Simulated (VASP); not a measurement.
Given:

```xyz
2
Lattice="0.0000 2.6600 2.6600 2.6600 0.0000 2.6600 2.6600 2.6600 0.0000" Properties=species:S:1:pos:R:3 pbc="T T T"
Zn     0.0000     0.0000     0.0000
S      1.3300     1.3300     1.3300
```

The numbers are results of AM05 GGA, VASP's PBE PAW potentials (set 64) (plane waves; VASP), not measurements. Settings: 520 eV cut-off, 9×9×9 Γ-centred mesh, Gaussian smearing of 0.050 eV, potentials Zn S.

Problem. Estimate the energy per atom (σ→0), pressure, band gap (on the k-mesh) with the smallest direct gap where there is one.

Solution. 
| Property | Value |
|---|---|
| band gap (on the k-mesh) | 2.31 eV |
| smallest direct gap (on the k-mesh) | 2.31 eV |
| energy per atom (σ→0) | -3566 meV/atom |
| pressure | 2.48 GPa |

The absolute energy has meaning only against runs of the same code, potentials and settings.

The compound is ZnS in the zinc blende structure. This cell is one point of a volume scan, at 0.97 of the reference volume.
